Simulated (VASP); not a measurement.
Data:

```yaml
crystal:
  lattice:
    - [0.00000, 3.04311, 2.95087]
    - [3.04746, 0.00000, 2.95087]
    - [3.04746, 3.04311, 0.00000]
  atoms:
    - { symbol: Pb, position: [0.00000, 0.00000, 0.00000] }
    - { symbol: F, position: [0.25000, 0.25000, 0.25000] }
    - { symbol: F, position: [0.73705, 0.76295, 0.76295] }
```
Cell charge -0.02.

All values below come from PBE GGA, VASP's PBE PAW potentials (set 64) (plane waves; VASP). Numerical set-up: NELECT = 28.02, 520 eV cut-off, 6×6×6 Γ-centred mesh, Gaussian smearing of 0.050 eV, potentials Pb_d F.

The cell is charged, with a uniform compensating background. Unless said otherwise, spin-orbit coupling is left out, though it shifts the bands of the heavy elements here.

Question: Predict the energy per atom (σ→0), largest force, band gap (on the k-mesh) with the smallest direct gap where there is one.

Answer: 
```json
{
  "band gap (on the k-mesh)": "none (metal, semimetal or under 0.01 eV)",
  "energy per atom (σ→0)": "-4.741 eV/atom",
  "largest_force": "0.00300 Ha/bohr"
}
```

Total energies compare only between runs with the same potentials, cut-off and functional.

The compound is PbF2 in the fluorite structure, the β form. The cell was not relaxed at this level, atoms are displaced from their ideal sites. The k-mesh is coarse (spacing up to 0.30 per Å, 2π included), so the numbers may not be converged in it. The run is one of a series of settings (NELECT = 28.02 against the base run), some of them coarse on purpose.
